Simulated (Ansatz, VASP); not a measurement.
One calculation of Mg3SbAs, two programs

File INCAR:

```
ALGO = Normal ; EDIFF = 1E-6
ENCUT = 520 ; ISIF = 2
ISMEAR = 0 ; LASPH = True
LCHARG = False ; LREAL = False
LWAVE = False ; NBANDS = 16
NELM = 100 ; PREC = Accurate
SIGMA = 0.05
```

KPOINTS

```
k-points
0
Gamma
  4 4 4
```

Contents of POSCAR:

```
Mg3SbAs
1.0
    4.9328617753      0.0000000000      0.0000000000
    0.0000000000      4.9328617753      0.0000000000
    0.0000000000      0.0000000000      4.9328617753
Sb As Mg
1 1 3
Direct
    0.0000000000      0.0000000000      0.0000000000
    0.5000000000      0.5000000000      0.5000000000
    0.5000000000      0.5000000000      0.0000000000
    0.5000000000      0.0000000000      0.5000000000
    0.0000000000      0.5000000000      0.5000000000
```

Input for Ansatz:

```yaml
crystal:
  lattice:
    - [4.9328617753, 0.0, 0.0]
    - [0.0, 4.9328617753, 0.0]
    - [0.0, 0.0, 4.9328617753]
  atoms:
    - { symbol: Sb, position: [0.0, 0.0, 0.0] }
    - { symbol: As, position: [0.5, 0.5, 0.5] }
    - { symbol: Mg, position: [0.5, 0.5, 0.0] }
    - { symbol: Mg, position: [0.5, 0.0, 0.5] }
    - { symbol: Mg, position: [0.0, 0.5, 0.5] }
basis:
  ecutwfc: 420
kpoints:
  mp_grid: { grid: [4, 4, 4] }
hamiltonian:
  xc: lda
scf:
  occupations: { method: gaussian, width: 0.05 }
output:
  forces: true
  stress: true
  eigenvalues: true
```

The cell comes from a database or a generator and needn't be the stable form of this composition.

Alike in both runs: task single point; functional LDA; k mesh 4 × 4 × 4; occupations gaussian, width 0.05 eV; no spin polarisation.

|  | VASP | Ansatz |
| --- | --- | --- |
| version | VASP 6.6.1 | Ansatz 0.2.0 |
| potentials or method | VASP PAW LDA potentials, release 64 (Sb, As, Mg) | scalar-relativistic, plane waves, PAW |
| plane-wave cutoff (eV) | 520 | 420 |
| valence electrons in the cell | 16 | 60 |

VASP gave:

* gap on the k mesh at the Fermi level (eV): none
* pressure (GPa): -1.3

Problem. Which values does Ansatz return?

Solution. gap on the k mesh at the Fermi level (eV): none; pressure (GPa): -1.2.

A gap of «none» marks a metal or a gap that the smearing closes. The two sets of potentials don't hold the same shells in valence.

Spin-orbit coupling is left out, which matters for the levels of Sb.
